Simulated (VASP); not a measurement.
CoO:

```xyz
2
Lattice="0.0000 2.1315 2.1315 2.1315 0.0000 2.1315 2.1315 2.1315 0.0000" Properties=species:S:1:pos:R:3 pbc="T T T"
Co    0.0000    0.0000    0.0000
O     2.1315    2.1315    2.1315
```

Base run:

```yaml
Program: VASP 6.6.1
Functional: PBE
Potentials_or_basis: VASP PAW PBE potentials, release 64 (Co, O)
Cutoff: 520 eV
k_mesh: 10 × 10 × 10
Occupations: gaussian, width 0.02 eV
Spin: collinear spin, ferromagnetic start
Starting_moments: "[3.0, 0.0] μB"
```

Its results: band gap on the k mesh none (metal or under the smearing width); pressure -2.4 GPa; net moment 2.93 μB per cell; site moments Co +2.57; O +0.30 μB.

Question: The run is repeated on the same cell with these changes: k mesh from 10 × 10 × 10 to 8 × 8 × 8. What comes out?

Answer: Band gap on the k mesh none (metal or under the smearing width); pressure -3.2 GPa; net moment 2.84 μB per cell; site moments Co +2.51; O +0.28 μB.

Caveats: a cell with one magnetic atom can't hold antiferromagnetic order, which such compounds often take; semilocal functionals often make such compounds metallic where correlation or magnetic order opens a gap, which also shifts bond lengths.
